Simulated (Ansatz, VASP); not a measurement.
# Cross-check of Al2O3 (Corundum) between VASP and Ansatz, part 3 of 3

One calculation is typed for both programs; each brings its own data sets. How far apart do they land? The cell is taken from a series of runs on this material, whose earlier steps may have relaxed, scaled, displaced or heated it; both programs get it as it stands.

VASP 6.6.1 and Ansatz 0.2.0.

So far: Starting point; VASP: zone-centre phonons, LDA.

### Step 3. Ansatz: zone-centre phonons, LDA

Level of this step: Ansatz beside VASP: Kohn-Sham DFT, plane waves, LDA (Ansatz).

Ansatz runs on its PAW soft_1 files.

The same cell, functional (in two slightly different forms) and mesh now go to Ansatz.

File input.yaml:

```yaml
crystal:
  lattice:
    - [2.3630204658, 1.364290502, 4.2885075546]
    - [-2.3630204658, 1.364290502, 4.2885075546]
    - [0.0, -2.7285810041, 4.2885075545]
  atoms:
    - { symbol: Al, position: [0.3513128929, 0.3513128929, 0.3513128929] }
    - { symbol: Al, position: [0.1486871071, 0.1486871071, 0.1486871071] }
    - { symbol: Al, position: [0.6486871071, 0.6486871071, 0.6486871071] }
    - { symbol: Al, position: [0.8513128929, 0.8513128929, 0.8513128929] }
    - { symbol: O, position: [0.5569416991, 0.9430583009, 0.25] }
    - { symbol: O, position: [0.25, 0.5569416991, 0.9430583009] }
    - { symbol: O, position: [0.9430583009, 0.25, 0.5569416991] }
    - { symbol: O, position: [0.4430583009, 0.0569416991, 0.75] }
    - { symbol: O, position: [0.75, 0.4430583009, 0.0569416991] }
    - { symbol: O, position: [0.0569416991, 0.75, 0.4430583009] }
kpoints:
  mp_grid: { grid: [4, 4, 4] }
hamiltonian:
  xc: lda
  pseudopotentials: { kind: paw, azcp: { folder: soft_1 }, xc_functional: pbe }
scf:
  occupations: { method: fixed }
output:
  eigenvalues: true
basis:
  ecutwfc: 260.0
phonons:
  method: dfpt
  qmesh: [2, 2, 2]
  temperatures: { t_max: 1000, t_step: 50 }
  qpath:
    path:
      - [[0.0, 0.0, 0.0], [0.5, 0.5, 0.5], [0.76586343, 0.23413657, 0.5]]
      - [[0.5, -0.23413657, 0.23413657], [0.5, 0.0, 0.0], [0.0, 0.0, 0.0], [0.36706829, -0.36706829, 0.0]]
      - [[0.63293171, 0.0, 0.36706829], [0.5, 0.0, 0.5], [0.0, 0.0, 0.0]]
    npoints: 10
  non_analytic_term:
    high_frequency_dielectric_tensor: [[3.2412, 0.0, 0.0], [0.0, 3.2412, 0.0], [0.0, 0.0, 3.2009]]
    born_effective_charges:
      - { species: Al, tensor: [[2.9479, -0.0303, 0.0], [0.0303, 2.9479, 0.0], [0.0, 0.0, 2.9266]] }
      - { species: Al, tensor: [[2.9479, 0.0303, 0.0], [-0.0303, 2.9479, 0.0], [0.0, 0.0, 2.9266]] }
      - { species: Al, tensor: [[2.9479, -0.0303, 0.0], [0.0303, 2.9479, 0.0], [0.0, 0.0, 2.9266]] }
      - { species: Al, tensor: [[2.9479, 0.0303, 0.0], [-0.0303, 2.9479, 0.0], [0.0, 0.0, 2.9266]] }
      - { species: O, tensor: [[-2.0658, 0.0, 0.0], [0.0, -1.8646, 0.26], [0.0, 0.3486, -1.9511]] }
      - { species: O, tensor: [[-1.9149, 0.0871, -0.2252], [0.0871, -2.0155, -0.13], [-0.3019, -0.1743, -1.9511]] }
      - { species: O, tensor: [[-1.9149, -0.0871, 0.2252], [-0.0871, -2.0155, -0.13], [0.3019, -0.1743, -1.9511]] }
      - { species: O, tensor: [[-2.0658, 0.0, 0.0], [0.0, -1.8646, 0.26], [0.0, 0.3486, -1.9511]] }
      - { species: O, tensor: [[-1.9149, 0.0871, -0.2252], [0.0871, -2.0155, -0.13], [-0.3019, -0.1743, -1.9511]] }
      - { species: O, tensor: [[-1.9149, -0.0871, 0.2252], [-0.0871, -2.0155, -0.13], [0.3019, -0.1743, -1.9511]] }
    source: "zone-centre run at this cell"
```

Started as:

```console
$ ansatz run input.yaml --threads 4 --pin off --max-ram 15360MiB --backend cpu --events-out ev --progress --plain --runs-dir out
```

Numbers of over 12 decimals in the logs are rounded to 6 here.

The program printed:

```text
Warning: basis.ecutwfc = 260 eV is below the records' recommended 420 eV, and the density's cutoff is lower with it unless basis.ecutrho_ratio is high enough to keep the records' density cutoff: compare with a run at a higher cutoff
Warning: phonons: the dynamical matrix that this run interpolates holds no multipole term above the dipole-dipole one, and a site of this crystal is no centre of inversion, so its interpolated transverse optical and acoustic branches and sound speeds can stay off near Gamma, and the density of states and the thermodynamics with them. What a run solves at a wave vector of phonons.qpoints, Gamma apart, where the deck admits one, is free of this, and under fd what a larger phonons.supercell samples
Engine: ansatz 0.2.0, x86_64-unknown-linux-gnu
Pseudopotentials: kind: paw
Pseudopotential: Al, paw, valence charge 3, recommended cutoff 420 eV (normal), soft_1/Al.paw.azcp
Pseudopotential: O, paw, valence charge 6, recommended cutoff 420 eV (normal), soft_1/O.paw.azcp
Functional definition: SPW92
  exchange = slater_x
  correlation = pw_c
Crystal: 10 atoms, lattice volume = 82.953 Å³
Basis set: ecut = 260 eV, 773 PW (Γ), exchange–correlation on 60×60×60 points (8 copies of the dense FFT grid, shifted against one another)
Bands: 34, of which v1, the nominal top of the filled ones, is band 24 counted from 1 (23 counted from 0)
Symmetry: 12 space group operations
k-points: 13 of 64
Non-local potential: Al, projectors of the file, l = 0: 2, l = 1: 2, l = 2: 1
Non-local potential: O, projectors of the file, l = 0: 2, l = 1: 2, l = 2: 1
PAW form: soft (Blöchl's): semilocal exchange-correlation on the pseudo side does not see the compensation charge
PAW frozen core: Al, regenerated for the run's functional, and the local potential with it (the file was generated under x = pbe(κ = 0.804, μ = 0.219515), c = pbe(β = 0.066725))
PAW frozen core: O, regenerated for the run's functional, and the local potential with it (the file was generated under x = pbe(κ = 0.804, μ = 0.219515), c = pbe(β = 0.066725))
PAW one-centre angular grid: Al, 110 points (default); XC on 64 Gauss nodes
PAW one-centre angular grid: O, 110 points (default); XC on 64 Gauss nodes
Initial density: superposition of atomic densities (chi_scale 0.1, normalization cell, long waves kept (reshape's long-wave potential 0.00 eV rms))
Initial wavefunctions: pseudopotential atomic-orbital guess
Functional: x = slater, c = lda
SCF iter   1: F=—  HF=-5396.000302 eV  |F-HF|=—  |Δ(HF+E_count)|=         —  Δρ=1.04e-1  dr2=8.66e0  ethr=3.10e-3  ⟨swp⟩=5.0  Hψ=1669  notcnv=0  defer=92
preconditioner: auto → Resta (q_TF=auto, 2.491 Å⁻¹)  ε∞=3.3  [insulator: Δε(μ)=7.295 eV  Ē_g=18.585 eV  n_scr=20 (ndim 8)  ℏωp=28.2 eV  f_vac=0.000  ε∞_Penn≈3.3]
SCF iter   2: F=—  HF=-5393.377571 eV  |F-HF|=—  |Δ(HF+E_count)|=    2.62e0  Δρ=4.70e-2  dr2=9.01e-1  ethr=3.10e-3  ⟨swp⟩=2.1  Hψ=917  notcnv=0  defer=69
SCF iter   3: F=—  HF=-5393.023007 eV  |F-HF|=—  |Δ(HF+E_count)|=   3.55e-1  Δρ=1.84e-2  dr2=1.61e-1  ethr=1.88e-3  ⟨swp⟩=1.2  Hψ=398  notcnv=0  defer=69
SCF iter   4: F=—  HF=-5392.960236 eV  |F-HF|=—  |Δ(HF+E_count)|=   6.28e-2  Δρ=1.52e-3  dr2=9.80e-4  ethr=3.35e-4  ⟨swp⟩=3.0  Hψ=605  notcnv=0  defer=103
SCF iter   5: F=—  HF=-5392.960286 eV  |F-HF|=—  |Δ(HF+E_count)|=   5.01e-5  Δρ=1.65e-4  dr2=2.38e-5  ethr=2.04e-6  ⟨swp⟩=2.7  Hψ=703  notcnv=0  defer=103
SCF iter   6: F=—  HF=-5392.960283 eV  |F-HF|=—  |Δ(HF+E_count)|=   2.38e-6  Δρ=2.84e-5  dr2=7.63e-7  ethr=4.95e-8  ⟨swp⟩=2.0  Hψ=640  notcnv=0  defer=74
SCF iter   7: F=—  HF=-5392.960281 eV  |F-HF|=—  |Δ(HF+E_count)|=   2.48e-6  Δρ=3.84e-6  dr2=1.43e-8  ethr=1.59e-9  ⟨swp⟩=2.0  Hψ=681  notcnv=0  defer=61
SCF iter   8: F=—  HF=-5392.960281 eV  |F-HF|=—  |Δ(HF+E_count)|=   1.96e-9  Δρ=5.03e-7  dr2=1.09e-10  ethr=2.99e-11  ⟨swp⟩=2.1  Hψ=686  notcnv=0  defer=61
SCF iter   9: F=-5392.960281 eV  HF=-5392.960281 eV  |F-HF|=9.09e-13  |Δ(HF+E_count)|=  4.55e-12  Δρ=5.19e-8  dr2=1.26e-12  ethr=1.00e-12  ⟨swp⟩=14.1  Hψ=2741  notcnv=0
SCF 1 converged in 9 iterations: F = -5392.960281 eV  dr2 = 1.26e-12
  greatest PAW one-centre occupation: 0.864 electrons in one spin orbital (limit 2), on the O atom at site 8 (counted from 0), in its partial waves of l = 0
NSCF: frozen V_eff on 13 k-points
NSCF: frozen V_eff on 36 k-points
DFPT response loops at q = (0, 0, 0) (fractional): preconditioner auto → none (the input reference at scf.mixing.eps_inf says where Resta's filter doesn't serve); β = 0.50; Broyden in place of MSR1
NSCF: frozen V_eff on 72 k-points
DFPT response loops at q = (0, 0, -0.5) (fractional): preconditioner auto → Resta (q_TF=auto, 2.491 Å⁻¹)  ε∞=3.1 (no band partly filled); β = 1.00, the filter's whole step (`scf.mixing.beta` (0.50) is not read by the response loops at its default; to damp them type it under 1.00, their step now; it binds the ground state too); Broyden in place of MSR1
NSCF: frozen V_eff on 72 k-points
DFPT response loops at q = (0, -0.5, -0.5) (fractional): preconditioner auto → none (the input reference at scf.mixing.eps_inf says where Resta's filter doesn't serve); β = 0.50; Broyden in place of MSR1
NSCF: frozen V_eff on 72 k-points
DFPT response loops at q = (-0.5, -0.5, -0.5) (fractional): preconditioner auto → Resta (q_TF=auto, 2.491 Å⁻¹)  ε∞=3.1 (no band partly filled); β = 1.00, the filter's whole step (`scf.mixing.beta` (0.50) is not read by the response loops at its default; to damp them type it under 1.00, their step now; it binds the ground state too); Broyden in place of MSR1
SCF converged after 9 iterations
Free energy (F): -5392.960281 eV
Harris-Foulkes:  -5392.960281 eV  (|F-HF|=9.09e-13)
Internal energy: -5392.960281 eV  (E = F + TS)
E sigma→0 (E₀):  -5392.960281 eV
Fermi energy:    7.676400 eV
--- Per-component energies (eV) ---
  E_band       = 59.804592
  E_kinetic    = 1173.556255
  E_local      = -1928.243389  (includes V_loc(G=0)·N_el)
  E_nonlocal   = 334.553703
  E_hartree    = 722.724420
  E_xc         = -594.612156
  E_vxc        = -690.694872  (∫ρ·V_xc dr)
  E_paw        = -2684.733951  (= ΣΔE_a)
  E_vpaw       = -274.844883  (= ΣTr[D̂ρ^β])
  E_aug_tail   = 0.028949  (compensation charges beyond the density's cutoff)
  E_ewald      = -2417.038509
  E_core_change = 0.804395  (= ΣΔE_core)
  E_smearing   = -0.000000  (= −TS)
  E_closure    = -0.000000  (closes the sum)
  Σ components = -5392.960281   (vs F -5392.960281, Δ=0.00e0)
--- Band table (eV; the first three rows and the last of 13) ---
  k-point 0: bands = [... 20 lower, 7.1427, 7.6747, 7.6764, 7.6764, 14.0170, 16.7898, 18.5868, 19.2939, ... 6 higher]
  k-point 1: bands = [... 20 lower, 6.8556, 7.1875, 7.4984, 7.5080, 15.2696, 17.8178, 17.8259, 18.4494, ... 6 higher]
  k-point 2: bands = [... 20 lower, 6.6959, 6.6959, 7.3607, 7.3607, 17.1812, 17.1812, 17.4264, 17.4264, ... 6 higher]
  k-point 12: bands = [... 20 lower, 7.2696, 7.2696, 7.2696, 7.2696, 16.4180, 16.4180, 18.7958, 18.7958, ... 6 higher]
--- Phonons (Γ-DFPT): 5 representative perturbations + reference (Σ response iterations 15) ---
  ASR residual: 7.704e-6 → 0.000e0 eV/Å²; symmetrization residual: 6.001e-7 eV/Å²
  ASR residual per site (eV/Å²): 2.06e-6 2.06e-6 2.06e-6 2.06e-6 7.70e-6 7.70e-6 7.70e-6 7.70e-6 7.70e-6 7.70e-6
  Γ frequencies (cm⁻¹): 0.00 0.00 0.00 333.30 398.98 398.98 415.39 417.43 417.43 434.21 453.26 453.26 467.99 467.99 480.90 480.90 553.98 600.09 600.09 627.79 627.79 629.45 631.14 667.47 667.47 689.91 725.66 800.55 805.45 805.45
--- Phonons (arbitrary-q DFPT): 4 irreducible q on the 2×2×2 mesh ---
  q = [0.0000, 0.0000, 0.0000] (star 1, of the zone-centre solve; hermiticity 5.26e-8, symmetrization 9.53e-9): -0.00 -0.00 0.00 333.30 398.98 398.98 415.39 417.43 417.43 434.21 453.26 453.26 467.99 467.99 480.90 480.90 553.98 600.09 600.09 627.79 627.79 629.45 631.14 667.47 667.47 689.91 725.66 800.55 805.45 805.45
  q = [0.0000, 0.0000, -0.5000] (star 3, 9 solved perturbations in 288 linear systems a pass and spin channel, the states on 36 of 64 k-point pairs; hermiticity 7.62e-8, symmetrization 2.23e-14): 246.29 246.29 254.88 254.88 332.92 332.92 390.49 390.49 435.71 435.71 473.10 473.10 481.32 481.32 523.54 523.54 564.22 564.22 586.90 586.90 624.87 624.87 668.43 668.43 706.00 706.00 803.78 803.78 857.64 857.64
  q = [0.0000, -0.5000, -0.5000] (star 3, 8 solved perturbations in 276 linear systems a pass and spin channel, the states on 36 of 64 k-point pairs; hermiticity 6.33e-8, symmetrization 4.31e-10): 230.76 261.92 299.01 316.86 339.50 363.82 368.75 380.58 383.79 424.31 429.57 453.61 463.69 488.65 514.72 517.61 520.62 590.43 599.02 613.46 649.57 661.73 686.54 701.28 722.87 738.08 785.19 799.92 803.04 841.35
  q = [-0.5000, -0.5000, -0.5000] (star 1, 5 solved perturbations in 122 linear systems a pass and spin channel, the states on 36 of 64 k-point pairs; hermiticity 5.90e-8, symmetrization 7.87e-9): 242.97 242.97 242.97 242.97 334.86 334.86 429.77 429.77 451.47 451.47 451.47 451.47 535.08 535.08 535.08 535.08 551.37 551.37 577.60 577.60 577.60 577.60 706.74 706.74 745.27 745.27 745.27 745.27 870.90 870.90
  sum rule: each row above includes the acoustic sum rule's correction from the zone centre's row sums; it moved no ω² by more than (0.37 cm⁻¹)²
  mesh force constants: q→R imaginary residual 1.08e-17; ASR residual 7.704e-6 → 0.000e0 eV/Å²; symmetrization residual 2.842e-14 eV/Å²
  interpolated dispersion: 74 rows × 30 modes
  density of states and harmonic sums: on the 16×16×16 q-mesh, interpolated from the force constants of a 2×2×2 supercell (with the dipole–dipole term of supplied tensors)
  largest difference from the sums on the solved wave vectors: F 5.68e-2 eV, S 8.99e-5 and C_V 3.14e-5 eV/K
  zero-point energy: 0.985714 eV/cell   skipped modes (ω ≤ 0): 3   left out of the sums: 2.44e-5 of the cell's modes: C_V's classical limit lies that fraction below 3 k_B per atom; for a crystal, a wire or a layer, F and S can be off by more, and a phonons.interpolated_qmesh denser along its periods is the remedy for the sampling
```

The column dr2 measures how far the density is from self-consistency, as an energy; F and HF (Harris–Foulkes) agree once it is small.

### Step 4. Side by side

Known differences besides the potentials themselves: the two LDA forms differ slightly; fixed occupations in Ansatz, narrow Gaussian smearing in VASP; VASP's run holds the zone centre alone; the cutoff is 260 eV in Ansatz and 600 eV in VASP; VASP's log shows a relativistic correction to its local exchange, Ansatz's none; Ansatz's log warns that its cutoff lies below the recommended one. Total energies have different zeros and are not compared.

Zone-centre modes by rising frequency (cm⁻¹; imaginary ones negative):

```
program                                                                                                                                                                                                         modes
 Ansatz    0.0, 0.0, 0.0, 333.3, 399.0, 399.0, 415.4, 417.4, 417.4, 434.2, 453.3, 453.3, 468.0, 468.0, 480.9, 480.9, 554.0, 600.1, 600.1, 627.8, 627.8, 629.5, 631.1, 667.5, 667.5, 689.9, 725.7, 800.5, 805.5, 805.5
   VASP  -0.1, -0.1, 0.0, 316.9, 377.5, 377.5, 394.6, 394.6, 402.2, 428.5, 441.5, 441.5, 443.2, 443.2, 451.5, 451.5, 531.8, 580.3, 580.3, 587.1, 587.1, 599.3, 611.8, 638.5, 638.5, 649.3, 694.5, 758.3, 760.8, 760.8
```

The two lists differ in the order or number of single and degenerate modes, so they aren't paired one by one; the r.m.s. figure in the results sets the two lists side by side in order.

### Step 5. Outcome

```yaml
r_m_s_difference_of_the_optical_zone_centre_modes_each_program_s_sorted_by_frequency_zone_centre_phonons_lda: 28 cm⁻¹
```

What this shows: The r.m.s. difference of the optical zone-centre modes, each program's sorted by frequency is 28 cm⁻¹ (zone-centre phonons, LDA). Ansatz's own log doubts the convergence of its zone-centre phonons, LDA run, which may account for the difference. How closely two codes agree says nothing of how well the functional describes the real material.

[Lines on the potential files, build, host, timing and source positions are cut from VASP's logs without a mark.]

[Logs are printed without paths, hosts, clocks, repeated set-up lines and the standing remarks that a program may print on its own settings, such as how far it seeks lower states.]

[Hosts, paths, dates, database ids (printed as entryN), source tags and the programs' standing remarks are cut or masked in the printed files.]
